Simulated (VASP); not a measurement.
Fitting the PBE energy curve of BeCr3

```
Cr Be
1.0
     3.51121    0.00000    0.00000
     0.00000    3.51121    0.00000
     0.00000    0.00000    3.51121
Cr Be
3 1
Direct
  0.50000 0.50000 0.00000
  0.50000 0.00000 0.50000
  0.00000 0.50000 0.50000
  0.00000 0.00000 0.00000
```

The cell comes from a database or a generator and needn't be the stable form of this composition.

The cell was scaled at fixed shape and fractions and run with VASP, PBE PAW files Be, Cr_pv, 520 eV; PBE, k mesh 8 × 8 × 8 on the cell of 4 atoms, fermi-dirac occupations of 0.05 eV, collinear spin, ferromagnetic start, no spin-orbit coupling. Energies are those that the program minimises, any entropy of the smearing included. For a metal such a mesh isn't converged to the digits shown. The magnetic state is the one that the start led to, which needn't be the lowest.

| V (Å³/atom) | energy over the lowest row (meV/atom) |
| --- | --- |
| 10.1728 | 25.45 |
| 10.3892 | 10.11 |
| 10.6057 | 1.86 |
| 10.8221 | 0.00 |
| 11.0386 | ? |
| 11.2550 | 13.01 |
| 11.4714 | 26.82 |

Task: Fit the third-order Birch-Murnaghan form, give V0, B0 and B′, and predict the energy left open.

Result: With y = (V0/V)^(2/3), E = E0 + (9 V0 B0/16) [(y - 1)³ B′ + (y - 1)² (6 - 4y)]. Least squares through the rows shown give V0 = 10.7804 Å³/atom, E0 = -0.11 meV, B0 = 216.6 GPa (1 eV/Å³ = 160.218 GPa) and B′ = 4.11, with a largest miss of 0.01 meV. At V = 11.0386 the form with these constants gives 3.90 meV; the run gave 3.90 meV an atom.
